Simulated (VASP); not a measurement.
Here is the system:

```yaml
crystal:
  lattice:
    - [-1.66874, 1.66874, 2.57271]
    - [1.66874, -1.66874, 2.57271]
    - [1.66874, 1.66874, -2.57271]
  atoms:
    - { symbol: In, position: [0.00000, 0.00000, 0.00000] }
```

All values below come from RPBE GGA, VASP's PBE PAW potentials (set 64) (plane waves; VASP). Run with 520 eV cut-off, Gaussian smearing of 0.050 eV, potentials In_d.

**Question.** Give the energies of bands 6 to 9 at the high-symmetry points, in eV from the Fermi level.

**Answer.** 
```tsv
band	Γ	X	P	N	M	S	R
6	-8.92	-1.75	-1.42	-4.22	-3.12	-2.65	-1.88
7	9.79	-1.65	0.05	-2.99	-2.41	-1.07	-0.08
8	9.79	3.29	0.05	6.90	4.63	-0.40	0.18
9	9.94	3.80	1.78	8.65	4.63	5.94	1.33
```

It has no gap at this level: it comes out as a metal or semimetal.

The compound is In in the bct structure. It was relaxed first, which changed the volume by +10 %.
